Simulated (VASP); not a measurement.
```
CELL_PARAMETERS angstrom
      0.00000     2.66872     2.66872
      2.66872     0.00000     2.66872
      2.66872     2.66872     0.00000
ATOMIC_POSITIONS crystal
  Yb 0.00000 0.00000 0.00000
```

Level of theory: PBE GGA with D4 dispersion, VASP's PBE PAW potentials (set 64) (plane waves; VASP 6.6.1). Run with 520 eV cut-off, Gaussian smearing of 0.050 eV, potentials Yb_2.

The 4f electrons are frozen in the core of the lanthanide potential, so 4f levels, which can set the real gap, and their magnetism are missing.

### Question
Predict the band gap (along the path) with the smallest direct gap where there is one.

### Answer

```yaml
band gap (along the path): 0.02 eV
smallest direct gap (along the path): 0.06 eV
```

The absolute energy has meaning only against runs of the same code, potentials and settings.

The compound is Yb in the fcc structure. It was relaxed first, which changed the volume by -8 %.
